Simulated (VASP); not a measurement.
Consider the following.

```xyz
2
Lattice="0.0000 2.4283 2.4283 2.4283 0.0000 2.4283 2.4283 2.4283 0.0000" Properties=species:S:1:pos:R:3 pbc="T T T"
B      0.0000     0.0000     0.0000
As     1.2142     1.2142     1.2142
```

All values below come from optB86b-vdW, VASP's PBE PAW potentials (set 64) (plane waves; VASP). Numerical set-up: 520 eV cut-off, 9×9×9 Γ-centred mesh, Gaussian smearing of 0.050 eV, potentials B As.

Task: Give the stress tensor in GPa (positive for a compressed cell).

Result: 
```
-3.72   0.00   0.00
 0.00  -3.72   0.00
 0.00   0.00  -3.72
```
The pressure is its mean diagonal, -3.72 GPa.

The compound is BAs in the zinc blende structure. This cell is one point of a volume scan, at 1.03 of the reference volume.
